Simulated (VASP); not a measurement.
The system is C.

```xyz
4
Lattice="2.4610 0.0000 0.0000 -1.2305 2.1313 0.0000 0.0000 0.0000 8.0496" Properties=species:S:1:pos:R:3 pbc="T T T"
C     0.0000    0.0000    2.0124
C     0.0000    1.4209    2.0124
C     0.0000    0.0000    6.0372
C     1.2305    0.7104    6.0372
```

The cell was built by a generator and needn't be a form met in nature.

Base run:

- Program: VASP 6.6.1
- Functional: SCAN
- Potentials or basis: VASP PAW PBE potentials, release 64 (C)
- Cutoff: 520 eV
- k mesh: 16 × 16 × 4
- Occupations: fermi-dirac, width 0.05 eV
- Spin: no spin polarisation

Its results: band gap on the k mesh 1.06 eV, direct; pressure -2.5 GPa.

After a change of settings the same cell gave: band gap on the k mesh 0.99 eV, direct; pressure 1.1 GPa. Which change was it?
A. functional from SCAN to vdW-DF
B. functional from SCAN to optB86b-vdW
C. functional from SCAN to r2SCAN
D. functional from SCAN to PBE

B.

Caveats: the PAW data sets were made with another functional, which shifts forces and pressure a little.

Not every run made on this cell is shown here.
